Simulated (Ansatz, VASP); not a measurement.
# Cross-check of BiAs between VASP and Ansatz, part 2 of 2

Aim: how closely do two programs agree when they are given the same cell, functional and k mesh? The cell is generated by rule, not measured, and may not be a known phase. The cell is taken from a series of runs on this material, whose earlier steps may have relaxed, scaled, displaced or heated it; both programs get it as it stands.

VASP 6.6.1 and Ansatz 0.2.0.

So far: The structure; VASP: zone-centre phonons, PBEsol.

The structure was built from a prototype and need not be the compound's stable phase.

### 3. Ansatz: zone-centre phonons, PBEsol

Level of this step: Ansatz beside VASP: Kohn-Sham DFT, plane waves, PBEsol (Ansatz).

Ansatz runs on its default PAW (the set named soft_2) files.

The same cell, functional, mesh and smearing now go to Ansatz, which takes its cutoff from its data sets.

Input file input.yaml:

```yaml
crystal:
  lattice:
    - [5.1620587576, 0.0, 0.0]
    - [0.0, 5.1620587576, 0.0]
    - [0.0, 0.0, 3.8249328242]
  atoms:
    - { symbol: Bi, position: [0.0, 0.0, 0.0] }
    - { symbol: Bi, position: [0.5, 0.5, 0.0] }
    - { symbol: As, position: [0.0, 0.5, 0.6236289737] }
    - { symbol: As, position: [0.5, 0.0, 0.3763710263] }
kpoints:
  mp_grid: { grid: [8, 8, 10] }
hamiltonian:
  xc: pbesol
scf:
  occupations: { method: methfessel_paxton, width: 0.15 }
output:
  eigenvalues: true
phonons:
  method: dfpt
```

Command:

```console
> ansatz run input.yaml --threads 4 --pin off --max-ram 7168MiB --backend cpu --events-out ev --progress --plain --runs-dir out
```

Numbers of over 12 decimals in the logs are rounded to 6 here.

Output:

```text
zone centre: on kpoints.mp_grid the ground state, and the responses unless they are solved on pairs of k-points, stand on 150 of the mesh's 640 k-points, reduced under 4 symmetry operations, with k and −k counted as one. Each operation leaves every solved displacement unchanged or reverses it
Engine: ansatz 0.2.0, aarch64-unknown-linux-gnu
Pseudopotentials: kind: paw
Pseudopotential: Bi, paw, valence charge 15, recommended cutoff 420 eV (normal), Bi.paw.azcp
Pseudopotential: As, paw, valence charge 15, recommended cutoff 420 eV (normal), As.paw.azcp
Functional definition: PBEsol
  exchange = pbesol_x
  correlation = pbesol_c
Crystal: 4 atoms, lattice volume = 101.922 Å³
Basis set: ecut = 420 eV, 2005 PW (Γ), exchange–correlation on 72×72×54 points (8 copies of the dense FFT grid, shifted against one another)
Bands: 36, of which v1, the nominal top of the filled ones, is band 30 counted from 1 (29 counted from 0)
Symmetry: 16 space group operations
k-points: 150 of 640 (irreducible under 4 space group operations, time reversal used)
Non-local potential: Bi, projectors of the file, l = 0: 2, l = 1: 2, l = 2: 2, l = 3: 2
Non-local potential: As, projectors of the file, l = 0: 2, l = 1: 2, l = 2: 3, l = 3: 1
PAW form: soft (Blöchl's): semilocal exchange-correlation on the pseudo side does not see the compensation charge
PAW frozen core: Bi, regenerated for the run's functional, and the local potential with it (the file was generated under x = pbe(κ = 0.804, μ = 0.219515), c = pbe(β = 0.066725))
PAW frozen core: As, regenerated for the run's functional, and the local potential with it (the file was generated under x = pbe(κ = 0.804, μ = 0.219515), c = pbe(β = 0.066725))
PAW one-centre angular grid: Bi, 590 points (default); XC on 64 Gauss nodes
PAW one-centre angular grid: As, 590 points (default); XC on 64 Gauss nodes
Initial density: superposition of atomic densities (neutral atoms: chi_scale 0, normalization atom), corrected by the library's trained network
Initial wavefunctions: pseudopotential atomic-orbital guess
Functional: x = pbesol(κ = 0.804, μ = 0.123457), c = pbesol(β = 0.046)
SCF iter   1: F=—  HF=-34109.379878 eV  |F-HF|=—  |Δ(HF+E_count)|=         —  Δρ=3.18e-3  dr2=1.95e-2  ethr=1.77e-3  ⟨swp⟩=6.7  Hψ=21749  notcnv=0
preconditioner: auto → Kerker (q_TF=auto, 2.498 Å⁻¹)  [metal: Δε(μ)=0.010 eV  Ē_g=8.308 eV  σ=0.150 eV  W_gap=0.06  n_scr=30 (ndim 8)  ℏωp=16.4 eV  f_vac=0.000  D(μ)=2.33/eV (n_scr^D=10)]
SCF iter   2: F=—  HF=-34109.374363 eV  |F-HF|=—  |Δ(HF+E_count)|=   5.51e-3  S|Δr|=    0.00e0  Δρ=1.80e-3  dr2=5.06e-3  ethr=3.26e-5  ⟨swp⟩=1.1  Hψ=6836  notcnv=0
SCF iter   3: F=—  HF=-34109.373376 eV  |F-HF|=—  |Δ(HF+E_count)|=   9.87e-4  S|Δr|=    0.00e0  Δρ=5.08e-4  dr2=3.98e-4  ethr=8.44e-6  ⟨swp⟩=2.7  Hψ=9220  notcnv=0
SCF iter   4: F=—  HF=-34109.373291 eV  |F-HF|=—  |Δ(HF+E_count)|=   8.48e-5  S|Δr|=    0.00e0  Δρ=2.24e-4  dr2=4.29e-5  ethr=6.64e-7  ⟨swp⟩=2.0  Hψ=9733  notcnv=0
SCF iter   5: F=—  HF=-34109.373300 eV  |F-HF|=—  |Δ(HF+E_count)|=   8.85e-6  S|Δr|=    0.00e0  Δρ=6.89e-5  dr2=3.74e-6  ethr=7.15e-8  ⟨swp⟩=2.2  Hψ=8774  notcnv=0
SCF iter   6: F=—  HF=-34109.373303 eV  |F-HF|=—  |Δ(HF+E_count)|=   2.60e-6  S|Δr|=    0.00e0  Δρ=2.93e-5  dr2=8.03e-7  ethr=6.24e-9  ⟨swp⟩=2.0  Hψ=9731  notcnv=0
SCF iter   7: F=—  HF=-34109.373303 eV  |F-HF|=—  |Δ(HF+E_count)|=   1.78e-8  S|Δr|=    0.00e0  Δρ=8.49e-6  dr2=6.58e-8  ethr=1.34e-9  ⟨swp⟩=2.0  Hψ=8223  notcnv=0
SCF iter   8: F=—  HF=-34109.373303 eV  |F-HF|=—  |Δ(HF+E_count)|=   2.04e-8  S|Δr|=    0.00e0  Δρ=1.38e-6  dr2=2.59e-9  ethr=1.10e-10  ⟨swp⟩=2.0  Hψ=9734  notcnv=0
SCF iter   9: F=—  HF=-34109.373303 eV  |F-HF|=—  |Δ(HF+E_count)|=  6.55e-11  S|Δr|=    0.00e0  Δρ=2.88e-7  dr2=1.05e-10  ethr=4.32e-12  ⟨swp⟩=2.0  Hψ=6719  notcnv=0
SCF iter  10: F=-34109.373303 eV  HF=-34109.373303 eV  |F-HF|=7.28e-12  |Δ(HF+E_count)|=    0.00e0  S|Δr|=    0.00e0  Δρ=5.90e-8  dr2=4.55e-12  ethr=1.00e-12  ⟨swp⟩=9.1  Hψ=28250  notcnv=0
SCF 1 converged in 10 iterations: F = -34109.373303 eV  dr2 = 4.55e-12
  greatest PAW one-centre occupation: 0.999 electrons in one spin orbital (limit 2), on the As atom at site 3 (counted from 0), in its partial waves of l = 2
DFPT response loops at Γ: preconditioner auto → Kerker (q_TF=auto, 2.498 Å⁻¹) (partly filled bands, converged f_vac=0.000); β = 1.00, the filter's whole step (`scf.mixing.beta` (0.50) is not read by the response loops under this deck's `scf.mixing.preconditioner`; to damp them name `kerker` or `kerker_dos`, under which they read `scf.mixing.beta`, and type it under 1.00, their step now; both keys bind the ground state too); Broyden in place of MSR1
SCF converged after 10 iterations
Stability not checked: this state was not tested for a lower state beside it, because cold or Methfessel-Paxton smearing, or corrected tetrahedra, fill the levels in a way that the test cannot read (fill_not_monotonic; see scf.lower_state_search)
Free energy (F): -34109.373303 eV
Harris-Foulkes:  -34109.373303 eV  (|F-HF|=7.28e-12)
Internal energy: -34109.371287 eV  (E = F + TS)
E sigma→0 (E₀):  -34109.372799 eV
Entropy (-TS):   -0.002016 eV (-0.504 meV/atom)
Fermi energy:    11.682063 eV
Step filling:    the computed levels leave a gap of 0.0000 eV = 0.0 smearing widths at the electron count; against every level under it full and every level over it empty, smearing changes F+E_penalty+E_count by -0.372 meV and its σ→0 estimate by +0.132 meV
--- Per-component energies (eV) ---
  E_band       = -598.691511
  E_kinetic    = 809.963317
  E_local      = -6030.431889  (includes V_loc(G=0)·N_el)
  E_nonlocal   = -212.314860
  E_hartree    = 2695.427036
  E_xc         = -458.959786
  E_vxc        = -447.847375  (∫ρ·V_xc dr)
  E_paw        = -24602.686214  (= ΣΔE_a)
  E_vpaw       = -108.913858  (= ΣTr[D̂ρ^β])
  E_aug_tail   = -0.000889  (compensation charges beyond the density's cutoff)
  E_ewald      = -6312.480363
  E_core_change = 2.112362  (= ΣΔE_core)
  E_smearing   = -0.002016  (= −TS)
  E_closure    = -0.000000  (closes the sum)
  Σ components = -34109.373303   (vs F -34109.373303, Δ=0.00e0)
--- Band table (eV; the first three rows and the last of 150) ---
  k-point 0: bands = [... 26 lower, 9.5325, 9.5325, 9.9274, 11.4345, 13.9049, 14.3359, 15.3738, 15.3738, ... 2 higher]
  k-point 1: bands = [... 26 lower, 9.5933, 9.5933, 9.7195, 11.2416, 13.1342, 14.4667, 14.6663, 14.6663, ... 2 higher]
  k-point 2: bands = [... 26 lower, 9.3895, 9.7296, 9.7296, 10.7252, 11.7480, 13.5196, 13.5196, 14.3174, ... 2 higher]
  k-point 149: bands = [... 26 lower, 6.3489, 6.3489, 12.5997, 12.5997, 14.2755, 14.2755, 15.1874, 15.1874, ... 2 higher]
--- Phonons (Γ-DFPT): 4 representative perturbations + reference, on 150 of 640 k-points (Σ response iterations 12) ---
  k mesh reduced under 4 symmetry operations, with k and −k counted as one. Each operation leaves every solved displacement unchanged or reverses it
  ASR residual: 2.938e-5 → 0.000e0 eV/Å²; symmetrization residual: 2.257e-5 eV/Å²
  ASR residual per site (eV/Å²): 2.94e-5 2.94e-5 1.56e-5 1.56e-5
  Γ frequencies (cm⁻¹): 0.00 0.00 0.00 43.79 53.39 53.39 89.65 89.65 96.78 96.78 109.54 111.20
  non-analytic LO–TO correction: not included (Born effective charges unavailable; polar crystals: no LO–TO splitting at Γ)
```

The column dr2 measures how far the density is from self-consistency, as an energy; F and HF (Harris–Foulkes) agree once it is small.

### 4. Comparison

Known differences besides the potentials themselves: the data sets hold 60 valence electrons in Ansatz (on its default PAW (the set named soft_2) files) and 40 in VASP; the cutoff is 420 eV in Ansatz and 500 eV in VASP; Ansatz makes its cores anew for this functional, VASP keeps those of its PBE data sets. Total energies have different zeros and are not compared.

Both answers:

```
                  quantity  Ansatz   VASP  difference
     optical mode 1 (cm⁻¹)    43.8   43.5        +0.3
optical mode 2 to 3 (cm⁻¹)    53.4   54.0     -1.14 %
optical mode 4 to 5 (cm⁻¹)    89.7   93.9     -4.50 %
optical mode 6 to 7 (cm⁻¹)    96.8   98.2     -1.41 %
     optical mode 8 (cm⁻¹)   109.5  111.2     -1.47 %
     optical mode 9 (cm⁻¹)   111.2  111.5     -0.30 %
```

Modes are paired by rising frequency, not by their patterns, so a pair may set unlike modes beside each other; they are those without the splitting of longitudinal modes.

### 5. What came out

- r.m.s. difference of the optical zone-centre modes, each program's sorted by frequency (zone-centre phonons, PBEsol): 2.2 cm⁻¹
- difference in optical mode 4 to 5 (zone-centre phonons, PBEsol): -4.5 %

The r.m.s. difference of the optical zone-centre modes, each program's sorted by frequency is 2.2 cm⁻¹ (zone-centre phonons, PBEsol). The data sets hold unlike numbers of valence electrons (60 in Ansatz and 40 in VASP), so part of the differences comes from the potentials. Among the rows given in per cent, the largest difference of the zone-centre phonons, PBEsol pair is in optical mode 4 to 5, -4.5 %. Such differences can come from data sets, numerical settings and the points named under the comparisons, not from the functional's error against experiment.

[Lines on the potential files, build, host, timing and source positions are cut from VASP's logs without a mark.]

[Logs are printed without paths, hosts, clocks, repeated set-up lines and the standing remarks that a program may print on its own settings, such as how far it seeks lower states.]

[Hosts, paths, dates, database ids (printed as entryN), source tags and the programs' standing remarks are cut or masked in the printed files.]
